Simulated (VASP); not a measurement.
Computed with PBE GGA, VASP's PBE PAW potentials (set 64) (plane waves; VASP).

Input for VASP

File KPOINTS:
```
Automatic mesh
0
Gamma
1 1 1
0 0 0
```

INCAR:
```
ALGO=Fast
EDIFF=1E-6
ENCUT=400
GGA=PE
ISMEAR=0
ISPIN=2
ISYM=0
LASPH=.TRUE.
LCHARG=.FALSE.
LHYPERFINE=.TRUE.
LORBIT=11
LREAL=Auto
LWAVE=.TRUE.
MAGMOM=71*0.0282
NELM=100
NELMIN=4
NUPDOWN=2
PREC=Normal
SIGMA=0.05
SYSTEM=Al35N35O
```

**POSCAR**
```
Al35N35O
1
    4.6932676572    -8.1289780179     0.0000000000
    4.6932676572     8.1289780179     0.0000000000
    0.0000000000     0.0000000000    10.0192026156
Al N O
35 35 1
Direct
  0.2231774133   0.1119229193   0.2492380584
  0.1107840862   0.2224786803   0.9997102564
  0.2194785725   0.1091068102   0.7498467735
  0.1126458297   0.2249390191   0.5026758605
  0.2218397569   0.4441248825   0.2494821221
  0.1111399441   0.5556537237   0.0002597858
  0.2228656165   0.4446334325   0.7501010893
  0.1111986340   0.5557733355   0.4999394836
  0.2223633751   0.7782471474   0.2498799750
  0.1105741439   0.8882179329   0.9997617066
  0.2218864550   0.7772365607   0.7508295469
  0.1114957799   0.8874581709   0.5018375020
  0.5551753461   0.1119360924   0.2493375134
  0.4443171748   0.2221383464   0.9980799578
  0.5562341521   0.1091274905   0.7498807307
  0.5563800831   0.4461077652   0.2480257602
  0.4443495378   0.5563172524   0.0011023146
  0.5559222943   0.4451675007   0.7517259441
  0.4452904239   0.5575439090   0.4991623461
  0.5556840670   0.7794070437   0.2508519975
  0.4441925034   0.8882733440   0.9997905861
  0.5560529454   0.7772648603   0.7497415206
  0.4425578847   0.8874657800   0.5018191140
  0.8892473074   0.1120343363   0.2499334747
  0.7782743422   0.2225101543   0.9997121832
  0.8888169311   0.1110982095   0.7507480143
  0.7787939652   0.2249039742   0.5026798630
  0.8888495010   0.4441180173   0.2494873439
  0.7785517891   0.5562929337   0.0011132459
  0.8884160920   0.4446051493   0.7501070134
  0.7788629416   0.5575651009   0.4991426734
  0.8902915406   0.7794189116   0.2508643109
  0.7777550910   0.8889250962   0.0004619234
  0.8878902676   0.7772882945   0.7497597063
  0.7784297224   0.8903069941   0.4996750468
  0.1980227950   0.0992502403   0.4358549173
  0.1111920638   0.2230530756   0.1902071170
  0.2204156858   0.1101591005   0.9428299256
  0.1107693231   0.2227733082   0.6927647010
  0.2242908675   0.4452029769   0.4413543783
  0.1110612367   0.5555582605   0.1916195082
  0.2228389387   0.4451861600   0.9412338858
  0.1108861818   0.5550969500   0.6912230625
  0.2217429891   0.7769065474   0.4415931523
  0.1114951034   0.8887712170   0.1903296095
  0.2219761494   0.7773563915   0.9415307419
  0.1099733423   0.8870447091   0.6924516212
  0.5677165051   0.0993420669   0.4359355411
  0.4456213117   0.2247782887   0.1921408481
  0.5563186161   0.1101977902   0.9428246053
  0.4437650652   0.2208784659   0.7155455998
  0.4443160667   0.5562748934   0.1922861397
  0.5566149576   0.4466279692   0.9435855430
  0.4455016832   0.5546172295   0.6892374607
  0.5555701813   0.7781363264   0.4420486768
  0.4438203899   0.8888451828   0.1904185754
  0.5556947532   0.7774607577   0.9411668046
  0.4436499176   0.8869772051   0.6924832347
  0.8896698091   0.1128416259   0.4414882466
  0.7783329337   0.2230749611   0.1902043340
  0.8886723054   0.1108300089   0.9415847534
  0.7785938683   0.2227465047   0.6927347826
  0.8875444911   0.4452132164   0.4413469916
  0.7785434675   0.5562689365   0.1923156965
  0.8889782929   0.4451976315   0.9412478797
  0.7757571149   0.5546227560   0.6892053811
  0.8891347768   0.7781430710   0.4420222238
  0.7779263513   0.8892923851   0.1919909440
  0.8882856774   0.7774071087   0.9411655106
  0.7780064838   0.8893863823   0.6913043469
  0.5715497930   0.4765181276   0.4308175151
```

POTCAR, in this order: Al N O (PBE.64 set). Program: vasp_gam. Read from the step before: WAVECAR.

The run wrote:

OUTCAR:
```
 ion  position               nearest neighbor table
   1  0.223  0.112  0.249-  36 1.88  49 1.90  45 1.91  37 1.91   2 3.09  10 3.09  14 3.09  13 3.12
                            12 3.12   4 3.12  32 3.12   5 3.12   9 3.13  16 3.13  24 3.13
   2  0.111  0.222  1.000-  38 1.89  61 1.90  42 1.90  37 1.91  26 3.08   5 3.08   7 3.08   3 3.09
                            24 3.09   1 3.09  25 3.12   6 3.13  33 3.13  17 3.13  14 3.13  10 3.14
   3  0.219  0.109  0.750-  51 1.86  47 1.89  39 1.90  38 1.93   4 3.07  12 3.07  10 3.08  14 3.09
                             2 3.09  26 3.11  34 3.11  11 3.13   7 3.13  18 3.16  15 3.16
   4  0.113  0.225  0.503-  36 1.85  40 1.89  39 1.90  59 1.91   7 3.06   3 3.07  26 3.08   5 3.10
                             8 3.11  24 3.12  19 3.12   1 3.12  27 3.13  35 3.14  12 3.16
   5  0.222  0.444  0.249-  37 1.89  41 1.90  52 1.90  40 1.92  17 3.08   6 3.08   2 3.08  19 3.09
                             8 3.09   4 3.10  24 3.12   1 3.12  28 3.13  16 3.13   9 3.13  20 3.14
   6  0.111  0.556  0.000-  46 1.90  65 1.90  42 1.90  41 1.92  11 3.08   5 3.08  28 3.08   9 3.09
                            30 3.09   7 3.09  21 3.12  10 3.12  17 3.12  29 3.12   2 3.13  25 3.13
   7  0.223  0.445  0.750-  39 1.89  43 1.90  54 1.91  42 1.92   4 3.06   2 3.08   6 3.09   8 3.09
                            17 3.09  19 3.10  18 3.12  22 3.12  11 3.13  26 3.13   3 3.13  30 3.14
   8  0.111  0.556  0.500-  44 1.89  63 1.91  40 1.91  43 1.92   9 3.09  11 3.09  30 3.09   5 3.09
                             7 3.09  28 3.09  23 3.11  12 3.11   4 3.11  27 3.11  19 3.13  31 3.13
   9  0.222  0.778  0.250-  45 1.90  56 1.90  41 1.90  44 1.92   6 3.09  10 3.09  21 3.09   8 3.09
                            12 3.09  23 3.09  32 3.12  20 3.12  13 3.13   1 3.13  28 3.13   5 3.13
  10  0.111  0.888  1.000-  38 1.89  46 1.90  69 1.90  45 1.91  11 3.08   3 3.08   9 3.09  32 3.09
                            34 3.09   1 3.09  29 3.12   6 3.12  33 3.13  21 3.13  14 3.13   2 3.14
  11  0.222  0.777  0.751-  47 1.89  58 1.90  43 1.90  46 1.91  12 3.07  23 3.07  10 3.08  21 3.08
                             6 3.08   8 3.09  30 3.13   3 3.13   7 3.13  15 3.13  34 3.14  22 3.14
  12  0.111  0.887  0.502-  36 1.85  44 1.89  67 1.90  47 1.91   3 3.07  11 3.07  34 3.08  32 3.09
                             9 3.09  23 3.11  31 3.11   8 3.11   1 3.12  35 3.14   4 3.16
  13  0.555  0.112  0.249-  48 1.88  49 1.90  56 1.91  60 1.91  25 3.09  21 3.09  14 3.09   1 3.12
                            23 3.12  27 3.12  20 3.12  28 3.13   9 3.13  16 3.13  24 3.14
  14  0.444  0.222  0.998-  38 1.90  50 1.90  53 1.90  49 1.94  18 3.06   3 3.09  15 3.09   1 3.09
                            13 3.09  16 3.10   2 3.13  25 3.13  21 3.13  10 3.13  17 3.14  29 3.14
  15  0.556  0.109  0.750-  51 1.85  58 1.90  62 1.90  50 1.93  27 3.07  23 3.07  21 3.08  25 3.09
                            14 3.09  26 3.11  22 3.11  11 3.13  30 3.13  18 3.16   3 3.16
  16  0.556  0.446  0.248-  71 1.85  49 1.88  64 1.89  52 1.89  29 3.06  17 3.06  14 3.10  31 3.10
                            19 3.10  28 3.13   5 3.13  13 3.13  32 3.13  20 3.13   1 3.13
  17  0.444  0.556  0.001-  53 1.89  57 1.90  42 1.90  52 1.92  16 3.06   5 3.08  18 3.09  20 3.09
                             7 3.09  22 3.09  21 3.12   6 3.12  33 3.13   2 3.13  14 3.14  29 3.14
  18  0.556  0.445  0.752-  51 1.86  66 1.89  54 1.89  53 1.92  14 3.06  29 3.09  17 3.09  31 3.11
                            19 3.11  22 3.12  34 3.12  30 3.12   7 3.12  15 3.16   3 3.16
  19  0.445  0.558  0.499-  71 1.83  55 1.88  40 1.89  54 1.90  20 3.07  22 3.08   5 3.09   7 3.10
                            16 3.10  23 3.11  18 3.11   4 3.12  35 3.13   8 3.13  31 3.13
  20  0.556  0.779  0.251-  56 1.90  68 1.90  52 1.91  55 1.92  19 3.07  35 3.08  21 3.09  17 3.09
...
```

### OSZICAR
```
       N       E                     dE             d eps       ncg     rms          rms(c)
DAV:   1    -0.521984178821E+03   -0.52198E+03   -0.51537E-04  1088   0.432E-02    0.571E-02
RMM:   2    -0.521984112815E+03    0.66006E-04   -0.32612E-04   835   0.250E-02    0.424E-02
RMM:   3    -0.521984130284E+03   -0.17469E-04   -0.56767E-05   790   0.150E-02    0.231E-02
RMM:   4    -0.521984125561E+03    0.47225E-05   -0.30224E-05   792   0.847E-03    0.294E-03
RMM:   5    -0.521984126237E+03   -0.67540E-06   -0.46407E-06   672   0.440E-03
   1 F= -.52198413E+03 E0= -.52198413E+03  d E =-.113985E-13  mag=     2.0000
```

### OUTCAR
```
------------------------ aborting loop because EDIFF is reached ----------------------------------------
  FORCE on cell =-STRESS in cart. coord.  units (eV):
  Direction    XX          YY          ZZ          XY          YZ          ZX
  --------------------------------------------------------------------------------------
  Total       -6.8345353     -9.4589986    -19.9092691      2.4729652     -0.6519905     -1.0989822
  in kB      -14.3233678    -19.8235447    -41.7245319      5.1826771     -1.3663987     -2.3031744
  external PRESSURE =     -25.2904815 kB  Pullay stress =       0.0000000 kB
  volume of cell :      764.49
      direct lattice vectors                 reciprocal lattice vectors
     4.693267657 -8.128978018  0.000000000     0.106535582 -0.061508347  0.000000000
     4.693267657  8.128978018  0.000000000     0.106535582  0.061508347  0.000000000
     0.000000000  0.000000000 10.019202616     0.000000000  0.000000000  0.099808342
 POSITION                                       TOTAL-FORCE (eV/Angst)
 -----------------------------------------------------------------------------------
      1.57272     -0.90439      2.49717         0.000587     -0.003826      0.005511
      1.56409      0.90796     10.01630         0.002213      0.004149     -0.003524
      1.54214     -0.89721      7.51287         0.008732     -0.003711      0.006473
      1.58438      0.91283      5.03641        -0.001126     -0.011725     -0.009762
      3.12555      1.80695      2.49961         0.010074      0.002192      0.001837
      3.12944      3.61344      0.00260         0.002896      0.001914     -0.007312
      3.13275      1.80275      7.51541         0.001802     -0.002941      0.001477
      3.13028      3.61394      5.00899         0.000756      0.001997     -0.008215
      4.69613      4.51877      2.50360         0.002497     -0.004389      0.000953
      4.68760      6.32145     10.01682        -0.004762     -0.000434     -0.000527
      4.68915      4.51443      7.52271         0.004675     -0.006210     -0.004815
      4.68836      6.30778      5.02801        -0.002544     -0.000656     -0.004819
      3.13093     -3.60308      2.49816         0.005588     -0.001621      0.002339
      3.12785     -1.80609      9.99997         0.005878     -0.002385     -0.013812
      3.12272     -3.63452      7.51321        -0.008964      0.000248      0.002218
      4.70494     -0.89640      2.48502         0.002548      0.011569      0.020949
      4.69640      0.91018      0.01104         0.008916      0.003379     -0.003600
      4.69838     -0.90032      7.53169         0.007655      0.007735      0.000032
      4.70657      0.91251      5.00121        -0.003011      0.001167      0.002915
      6.26594      1.81864      2.51334        -0.002814     -0.003891      0.000232
      6.25362      3.60992     10.01710        -0.001719     -0.011560      0.001044
      6.25762      1.79823      7.51181        -0.008761      0.007760     -0.000470
      6.24216      3.61665      5.02783        -0.000866      0.001879      0.003322
      4.69928     -6.31795      2.50413         0.008998      0.005713     -0.001640
      4.69695     -4.51779     10.01632        -0.001974      0.003957     -0.001041
      4.69287     -6.32206      7.52190         0.004775     -0.002712     -0.008270
      4.71062     -4.50256      5.03645        -0.002401      0.008273     -0.011770
      6.25597     -3.61521      2.49966         0.007870      0.005451      0.003269
      6.26478     -1.80674      0.01115         0.006030      0.004457     -0.002363
      6.25623     -3.60773      7.51547        -0.000416      0.006439     -0.002461
      6.27221     -1.79893      5.00101        -0.002217     -0.007398      0.002814
      7.83640     -0.90128      2.51346        -0.008413      0.000836     -0.002304
      7.82218      0.90370      0.00463        -0.007778     -0.000040      0.001929
      7.81513     -0.89908      7.51199        -0.007351     -0.003447     -0.006327
      7.83183      0.90945      5.00635        -0.000859     -0.002435      0.000980
      1.39518     -0.80292      4.36692         0.007771      0.001613      0.005088
      1.56870      0.90932      1.90572         0.000904      0.007533      0.007543
      1.55148     -0.89627      9.44640         0.001030      0.002047      0.004290
      1.56540      0.91048      6.94095        -0.003084     -0.002627     -0.006513
      3.14211      1.79579      4.42202        -0.003630     -0.003425      0.001096
      3.12862      3.61331      1.91987         0.003695      0.001248      0.011739
      3.13522      1.80746      9.43041        -0.002969      0.000990     -0.009546
      3.12564      3.61098      6.92550        -0.006557      0.002123      0.000430
      4.68693      4.51291      4.42441         0.007217      0.006463      0.004784
      4.69452      6.31846      1.90695         0.002646      0.004266      0.014148
      4.69014      4.51467      9.43339        -0.009336      0.000332     -0.001459
      4.67927      6.31680      6.93781        -0.008177      0.004675     -0.010133
      3.13068     -3.80741      4.36773         0.003077      0.004841      0.003664
      3.14636     -1.79523      1.92510        -0.005457     -0.004274     -0.008399
      3.12814     -3.62651      9.44635         0.002891      0.004663      0.007965
      3.11935     -1.81184      7.16920        -0.013359     -0.001363      0.022967
      4.69604      0.91011      1.92655         0.004586      0.005059      0.007753
      4.70849     -0.89408      9.45397        -0.000974     -0.001840      0.002127
      4.69383      0.88700      6.90561        -0.004567     -0.003960     -0.005112
      6.25944      1.80924      4.42898        -0.006466     -0.008222     -0.004178
      6.25456      3.61760      1.90784        -0.002119     -0.004838      0.006066
      6.25686      1.80273      9.42974        -0.011646     -0.002124     -0.007377
      6.24499      3.60380      6.93813         0.004899     -0.002919     -0.014446
      4.70505     -6.31482      4.42336         0.005188     -0.000296      0.007145
      4.69988     -4.51368      1.90570         0.004394     -0.006323      0.011726
      4.69093     -6.32306      9.43393         0.013067      0.002964     -0.005314
      4.69956     -4.51847      6.94065         0.000263      0.004172     -0.000510
      6.25499     -3.59570      4.42194        -0.008511      0.000730      0.003971
      6.26463     -1.80686      1.92685         0.009193      0.001795      0.002970
      6.26164     -3.60748      9.43055        -0.000365     -0.001284     -0.013042
      6.24383     -1.79760      6.90529        -0.001128     -0.005406     -0.000373
      7.82498     -0.90225      4.42871        -0.004575     -0.000991      0.000369
      7.82470      0.90529      1.92360         0.004949      0.003281      0.008425
      7.81754     -0.90133      9.42973        -0.003607     -0.010072     -0.010562
      7.82552      0.90540      6.92632        -0.002870     -0.004169     -0.006811
      4.91886     -0.77251      4.31645        -0.002888     -0.004400      0.004245
 -----------------------------------------------------------------------------------
    total drift:                               -0.003608      0.003801      0.022631
  FREE ENERGIE OF THE ION-ELECTRON SYSTEM (eV)
  ---------------------------------------------------
  free  energy   TOTEN  =      -521.9841262368 eV

  energy  without entropy=     -521.9841262368  energy(sigma->0) =     -521.98412624

 total charge

# of ion       s       p       d       tot
------------------------------------------
    1        0.361   0.435   0.000   0.796
    2        0.362   0.435   0.000   0.797
    3        0.361   0.439   0.000   0.800
    4        0.366   0.443   0.000   0.809
    5        0.361   0.434   0.000   0.795
    6        0.361   0.433   0.000   0.794
    7        0.360   0.432   0.000   0.792
    8        0.361   0.429   0.000   0.791
    9        0.361   0.432   0.000   0.793
   10        0.362   0.435   0.000   0.797
   11        0.361   0.435   0.000   0.796
   12        0.365   0.443   0.000   0.808
   13        0.361   0.435   0.000   0.796
...
```
(Selected blocks of OUTCAR.)

At this cut-off the stress carries a Pulay error, which pulls relaxed volumes low.  The supercell is sampled at Γ alone, which is coarse: total energies, pressure and levels can be off, energies of defects by several tenths of an eV.

The cell is a supercell with a defect, built from AlN (wurtzite): O_N-vac_Al.
